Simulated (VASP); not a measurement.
Input:

```xyz
2
Lattice="0.0000 3.3125 3.3125 3.3125 0.0000 3.3125 3.3125 3.3125 0.0000" Properties=species:S:1:pos:R:3 pbc="T T T"
Ag     0.0000     0.0000     0.0000
I      1.6563     1.6563     1.6563
```

Calculation: PBE GGA, VASP's PBE PAW potentials (set 64) (plane waves; VASP). Settings: 520 eV cut-off, Gaussian smearing of 0.050 eV, potentials Ag I.

Unless said otherwise, spin-orbit coupling is left out, though it shifts the bands of the heavy elements here.

Q: Give the energies of bands 2 to 12 at the high-symmetry points, in eV from the valence-band maximum.

A: 
```
band      Γ      X      U      L      W
----  -----  -----  -----  -----  -----
2     -3.87  -4.11  -3.92  -3.76  -3.80
3     -3.87  -3.41  -3.51  -3.72  -3.60
4     -3.87  -3.41  -3.39  -3.72  -3.42
5     -2.83  -2.75  -2.80  -2.80  -2.88
6     -2.83  -2.72  -2.79  -2.80  -2.62
7      0.00  -2.39  -2.59  -2.70  -2.56
8      0.00  -1.59  -1.80  -0.64  -1.90
9      0.00  -1.59  -1.27  -0.64  -1.47
10     1.34   3.78   3.98   2.79   4.61
11     5.85   3.86   5.00   6.31   5.30
12     5.85   8.31   7.63   6.31   6.40
```

The gap is direct, 1.34 eV, from the valence maximum at Γ to the conduction minimum at Γ.

The compound is AgI in the zinc blende structure, whereas wurtzite is the usual form. It was relaxed first, which changed the volume by +6 %.
